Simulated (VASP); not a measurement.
VASP runs on PbF$_{2}$ (fluorite) share one base input (PBE GGA, plane waves, VASP's PBE PAW potentials (set 64)) and change the settings named in each case.

### INCAR
```
ALGO=Normal
EDIFF=1E-6
ENCUT=520
GGA=PE
ISIF=2
ISMEAR=0
LASPH=.TRUE.
LCHARG=.FALSE.
LMAXMIX=4
LREAL=.FALSE.
LWAVE=.FALSE.
NELM=100
PREC=Accurate
SIGMA=0.05
SYSTEM=PbF2
```

### POSCAR
```
PbF2
1
    0.0000000000     3.0294000000     3.0294000000
    3.0294000000     0.0000000000     3.0294000000
    3.0294000000     3.0294000000     0.0000000000
Pb F
1 2
Direct
  0.0000000000   0.0000000000   0.0000000000
  0.2500000000   0.2500000000   0.2500000000
  0.7500000000   0.7500000000   0.7500000000
```

File KPOINTS:
```
Automatic mesh
0
Gamma
6 6 6
0 0 0
```

POTCAR, in this order: Pb_d F (PBE.64 set). Program: vasp_std.

| change | pressure (GPa) | electronic steps |
|---|---|---|
| base run | -1.99 | 14 |
| EDIFF = 1E-2 | -0.86 | 9 |
| EDIFF = 1E-3 | -1.86 | 11 |
| EDIFF = 1E-4 | -1.91 | 11 |
| EDIFF = 1E-5 | -2.09 | 12 |
| EDIFF = 1E-8 | -2.00 | 18 |
 Unless said otherwise, spin-orbit coupling is left out, though it shifts the bands of the heavy elements here.

Left out are runs that ran out of time, are held back, or changed the cell or the kind of run, fixed moments of cells without a moment, rows past the twelfth, gaps on odd meshes, pressures of charged cells and columns that move by less than the noise.

The compound is PbF2 in the fluorite structure, the β form. The cell was not relaxed at this level.
